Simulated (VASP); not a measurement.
Input:

```xyz
2
Lattice="0.0000 3.1840 3.1840 3.1840 0.0000 3.1840 3.1840 3.1840 0.0000" Properties=species:S:1:pos:R:3 pbc="T T T"
Sn     0.0000     0.0000     0.0000
Te     3.1840     3.1840     3.1840
```

Calculation: PBE GGA with D3 dispersion (Becke-Johnson damping), VASP's PBE PAW potentials (set 64) (plane waves; VASP). Settings: 520 eV cut-off, 7×7×7 Γ-centred mesh, Gaussian smearing of 0.050 eV, potentials Sn_d Te.

**Question.** Give the stress tensor in GPa (positive for a compressed cell).

**Answer.** 
```
-1.25   0.00   0.00
 0.00  -1.25   0.00
 0.00   0.00  -1.25
```
The pressure is its mean diagonal, -1.25 GPa.

The compound is SnTe in the rock salt structure, which distorts at low temperature. This cell is one point of a volume scan, at 1.03 of the reference volume.
